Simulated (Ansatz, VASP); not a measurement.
# SnO2 (Cassiterite): VASP beside Ansatz, part 2 of 2

One calculation is typed for both programs; each brings its own data sets. How far apart do they land? Of the first pair: The structure shown is the end of the Ansatz relaxation below.

VASP 6.6.1 and Ansatz 0.2.0.

So far. Step 3 (VASP: single point, r2SCAN, cell relaxed in part, pair …): The run ends at a pressure of 5.51 GPa, with forces up to 0.026 eV/Å.

## 5. Ansatz: relaxation, r2SCAN

Level of this step: Ansatz beside VASP: Kohn-Sham DFT, plane waves, r2SCAN (Ansatz).

The two programs are compared at the cell with which this relaxation starts, whose forces are those of its first step. The cell compared in this pair holds 73.90 Å³, against 71.00 Å³ for the pair before.

The structure compared here is the start of the Ansatz relaxation; VASP solves that cell, so the two are compared at the walk's first step.

The input, input.yaml:

```yaml
crystal:
  lattice:
    - [4.7897953762, 0.0, 0.0]
    - [0.0, 4.7897953762, 0.0]
    - [0.0, 0.0, 3.2212271751]
  atoms:
    - { symbol: Sn, position: [0.0, 0.0, 0.0] }
    - { symbol: Sn, position: [0.5, 0.5, 0.5] }
    - { symbol: O, position: [0.3059045337, 0.3059045337, 0.0] }
    - { symbol: O, position: [0.1940954663, 0.8059045337, 0.5] }
    - { symbol: O, position: [0.6940954663, 0.6940954663, 0.0] }
    - { symbol: O, position: [0.8059045337, 0.1940954663, 0.5] }
kpoints:
  mp_grid: { grid: [6, 6, 8] }
hamiltonian:
  xc: r2scan
  pseudopotentials: { kind: paw, azcp: { folder: soft_1 } }
scf:
  occupations: { method: gaussian, width: 0.02 }
output:
  forces: true
  stress: true
  eigenvalues: true
basis:
  ecutwfc: 600.0
relax:
  adjacent_minimum: "off"
  f_tol: 0.001
  max_steps: 60
  cell: { stress_tol: 0.02, fix: [volume] }
```

Command:

```
$ ansatz run input.yaml --threads 4 --pin off --max-ram 9216MiB --backend cpu --events-out ev --progress --plain --runs-dir out
```

Numbers of over 12 decimals in the logs are rounded to 6 here.

Log:

```text
[...]
Crystal: 6 atoms, lattice volume = 73.902 Å³
Basis set: ecut = 600 eV, 2481 PW (Γ), exchange–correlation on 160×160×108 points (64 copies of the dense FFT grid, shifted against one another)
Bands: 32, of which v1, the nominal top of the filled ones, is band 26 counted from 1 (25 counted from 0)
Symmetry: 16 space group operations
[...]
k-points: 50 of 288
[...]
cell:  # Å, volume = 73.9018 Å³
    - [4.797424, 0, 0.0]
    - [0, 4.797424, 0.0]
    - [0.0, 0.0, 3.210990]
  atoms:
    - { symbol: Sn, position: [0, 0, 0.0] }
    - { symbol: Sn, position: [0.500000, 0.500000, 0.500000] }
    - { symbol: O, position: [0.306316, 0.306316, 0.0] }
    - { symbol: O, position: [0.193684, 0.806316, 0.500000] }
    - { symbol: O, position: [0.693684, 0.693684, 0.0] }
    - { symbol: O, position: [0.806316, 0.193684, 0.500000] }
[key lines of the parts left out:]
SCF converged after 4 iterations
Free energy (F): -14352.561428 eV
Fermi energy:    9.431510 eV
P = ⅓ Tr σ = -3.8042 GPa (-38.042 kbar)
```

## 6. VASP: single point, r2SCAN, start cell, pair 2

The same cell, functional, mesh and smearing now go to VASP, with its own data sets.

The input, INCAR:

```
SYSTEM = SnO2
PREC = Accurate
ENCUT = 580
EDIFF = 1E-06
NELM = 120
ISMEAR = 0
SIGMA = 0.02
LREAL = .FALSE.
ALGO = Normal
METAGGA = R2SCAN
LASPH = .TRUE.
NBANDS = 32
LORBIT = 11
LWAVE = .FALSE.
LCHARG = .FALSE.
ISIF = 2
GGA_COMPAT = .FALSE.
EFERMI = MIDGAP
LMIXTAU = .TRUE.
KPAR = 2
```

The input, POSCAR:

```
SnO2
1.0
    4.7897950000      0.0000000000      0.0000000000
    0.0000000000      4.7897950000      0.0000000000
    0.0000000000      0.0000000000      3.2212270000
Sn O
2 4
Direct
    1.0000000000      0.0000001044      0.0000000000
    0.5000000000      0.5000001044      0.5000000000
    0.3059045324      0.3059046368      0.0000000000
    0.1940954676      0.8059046368      0.5000000000
    0.6940954676      0.6940955720      0.0000000000
    0.8059045324      0.1940955720      0.5000000000
```

The input, KPOINTS:

```
Automatic mesh
0
Gamma
6 6 8
0 0 0
```

PAW data sets: Sn_d and O (PBE family, release 64).

Command:

```
$ mpirun -np 2 vasp_std
```

Log:

```text
[banner, memory and clock lines left out]
running    2 mpi-ranks, on    1 nodes
[...]
[... a notice as in an earlier step ...]

 LDA part: xc-table for (None), standard interpolation
 POSCAR, INCAR and KPOINTS ok, starting setup
[...]
entering main loop
       N       E                     dE             d eps       ncg     rms          rms(c)
DAV:   1     0.638087353644E+03    0.63809E+03   -0.28560E+04  3464   0.275E+03
DAV:   2     0.373712679063E+01   -0.63435E+03   -0.60622E+03  3592   0.718E+02
DAV:   3    -0.980446126966E+02   -0.10178E+03   -0.10034E+03  3704   0.236E+02
DAV:   4    -0.103241668481E+03   -0.51971E+01   -0.51750E+01  3840   0.582E+01
[...]
DAV:  19    -0.846346251759E+02    0.19702E-05   -0.21857E-06  2784   0.148E-02    0.380E-03
DAV:  20    -0.846346291679E+02   -0.39920E-05   -0.16258E-06  2736   0.121E-02    0.226E-03
DAV:  21    -0.846346292835E+02   -0.11562E-06   -0.19489E-07  2216   0.526E-03
   1 F= -.84634629E+02 E0= -.84634629E+02  d E =0.000000E+00
```

OUTCAR, selected parts (step 6):

```text
  Total       -1.3075913     -1.3075913     -1.5907999      0.0000000      0.0000000      0.0000000
  in kB      -28.3483261    -28.3483261    -34.4882335      0.0000000      0.0000000      0.0000000
  external PRESSURE =     -30.3949619 kB  Pullay stress =       0.0000000 kB

 POSITION                                       TOTAL-FORCE (eV/Angst)
 -----------------------------------------------------------------------------------
      0.00000      0.00000      0.00000         0.000000     -0.000000      0.000000
      2.39490      2.39490      1.61061         0.000000     -0.000000      0.000000
      1.46522      1.46522      0.00000         0.028567      0.028567      0.000000
      0.92968      3.86012      1.61061        -0.028567      0.028567      0.000000
      3.32458      3.32458      0.00000        -0.028567     -0.028567      0.000000
      3.86012      0.92968      1.61061         0.028567     -0.028567      0.000000
 -----------------------------------------------------------------------------------
    total drift:                               -0.001085     -0.001326     -0.000000

  FREE ENERGIE OF THE ION-ELECTRON SYSTEM (eV)
  ---------------------------------------------------
  free  energy   TOTEN  =       -84.6346292835 eV

  energy  without entropy=      -84.6346292835  energy(sigma->0) =      -84.63462928

[... 1 part as in an earlier step ...]

[... 2 further parts left out ...]
[key lines of the parts left out:]
E-fermi :   6.1243
```

The run ends at a pressure of -3.04 GPa, with forces up to 0.040 eV/Å.

## 7. Comparison

What differs besides the data sets and the points named for the pairs above, as far as they apply: the cutoff is 600 eV in Ansatz and 580 eV in VASP. Total energies have different zeros and are not compared.

The largest component of a force difference here is 20 meV/Å.

## 8. Ansatz: relaxation, r2SCAN

This run makes the geometry at which the two programs are then compared.

The structure compared here is the end of the Ansatz relaxation.

This is the run of step 5 again, met here at its other cell.

## 9. VASP: single point, r2SCAN, cell relaxed in part, pair 3

The same cell, functional, mesh and smearing now go to VASP, with its own data sets.

INCAR: that of step 6 with these lines changed.

```diff
@@ -2,3 +2,3 @@
 PREC = Accurate
-ENCUT = 580
+ENCUT = 660
 EDIFF = 1E-06
```

The input, POSCAR:

```
SnO2
1.0
    4.7974243297      0.0000000000      0.0000000000
    0.0000000000      4.7974243297      0.0000000000
    0.0000000000      0.0000000000      3.2109904101
Sn O
2 4
Direct
    0.0000000000      0.0000000000      0.0000000000
    0.5000000000      0.5000000000      0.5000000000
    0.3063155084      0.3063155084      0.0000000000
    0.1936844916      0.8063155084      0.5000000000
    0.6936844916      0.6936844916      0.0000000000
    0.8063155084      0.1936844916      0.5000000000
```

KPOINTS is that of step 6.

Command:

```
$ mpirun -np 2 vasp_std
```

Log:

```text
[... set-up lines as in an earlier step ...]
 entering main loop
       N       E                     dE             d eps       ncg     rms          rms(c)
DAV:   1     0.665680460716E+03    0.66568E+03   -0.30728E+04  3440   0.296E+03
DAV:   2     0.107707720934E+02   -0.65491E+03   -0.62729E+03  3576   0.762E+02
DAV:   3    -0.974799277051E+02   -0.10825E+03   -0.10624E+03  3632   0.244E+02
DAV:   4    -0.103236029705E+03   -0.57561E+01   -0.57268E+01  3848   0.611E+01
[...]
DAV:  19    -0.846483261960E+02    0.29780E-05   -0.27688E-06  2912   0.169E-02    0.443E-03
DAV:  20    -0.846483309931E+02   -0.47971E-05   -0.11906E-06  2592   0.107E-02    0.301E-03
DAV:  21    -0.846483314852E+02   -0.49219E-06   -0.25555E-07  2344   0.632E-03
   1 F= -.84648331E+02 E0= -.84648331E+02  d E =0.000000E+00
```

From OUTCAR (step 9):

```text
  Total       -1.4021312     -1.4021312     -1.1330014      0.0000000      0.0000000      0.0000000
  in kB      -30.3979271    -30.3979271    -24.5632459      0.0000000      0.0000000      0.0000000
  external PRESSURE =     -28.4530334 kB  Pullay stress =       0.0000000 kB

 POSITION                                       TOTAL-FORCE (eV/Angst)
 -----------------------------------------------------------------------------------
      0.00000      0.00000      0.00000         0.000000      0.000000     -0.000000
      2.39871      2.39871      1.60550         0.000000      0.000000     -0.000000
      1.46953      1.46953      0.00000        -0.023529     -0.023529      0.000000
      0.92919      3.86824      1.60550         0.023529     -0.023529     -0.000000
      3.32790      3.32790      0.00000         0.023529      0.023529     -0.000000
      3.86824      0.92919      1.60550        -0.023529      0.023529     -0.000000
 -----------------------------------------------------------------------------------
    total drift:                                0.000000     -0.000000      0.000000

  FREE ENERGIE OF THE ION-ELECTRON SYSTEM (eV)
  ---------------------------------------------------
  free  energy   TOTEN  =       -84.6483314852 eV

  energy  without entropy=      -84.6483314852  energy(sigma->0) =      -84.64833149

[... 1 part as in an earlier step ...]

[... 2 further parts left out ...]
[key lines of the parts left out:]
E-fermi :   6.1322
```

The run ends at a pressure of -2.85 GPa, with forces up to 0.033 eV/Å.

## 10. Comparison

The two programs side by side:

| quantity | Ansatz | VASP | difference |
| --- | --- | --- | --- |
| pressure (GPa) | -3.80 | -2.85 | -0.96 |
| gap on the k mesh (eV) | 1.584 | 1.595 | -0.011 |

The largest component of a force difference here is 24 meV/Å. A gap on the mesh is an upper bound, since the band edges may lie between its points.

## 11. Results

```json
{
 "r.m.s. force difference (single point, r2SCAN, cell relaxed in part, pair 1)": "12 meV/Å",
 "difference in pressure (single point, r2SCAN, cell relaxed in part, pair 1)": "-1.2 GPa",
 "r.m.s. force difference (single point, r2SCAN, start cell, pair 2)": "13 meV/Å",
 "r.m.s. force difference (single point, r2SCAN, cell relaxed in part, pair 3)": "16 meV/Å",
 "difference in pressure (single point, r2SCAN, cell relaxed in part, pair 3)": "-0.96 GPa"
}
```

In words: The r.m.s. force difference is 16 meV/Å (single point, r2SCAN, cell relaxed in part, pair 3), beyond the 12 meV/Å picked in this series as the mark of a large difference. By the marks of this series, far apart in the single point, r2SCAN, cell relaxed in part, pair 1 pair: the r.m.s. force difference, 12 meV/Å and the difference in pressure, -1.2 GPa. What causes the difference of the single point, r2SCAN, cell relaxed in part, pair 1 pair stays open here. What causes the difference of the single point, r2SCAN, start cell, pair 2 pair stays open here. What causes the difference of the single point, r2SCAN, cell relaxed in part, pair 3 pair stays open here. 1 further pair of this series is not shown here. How closely two codes agree says nothing of how well the functional describes the real material.

[Lines on the potential files, build, host, timing and source positions are cut from VASP's logs without a mark.]

[Logs are printed without paths, hosts, clocks, repeated set-up lines and the standing remarks that a program may print on its own settings, such as how far it seeks lower states.]

[Hosts, paths, dates, database ids (printed as entryN), source tags and the programs' standing remarks are cut or masked in the printed files.]
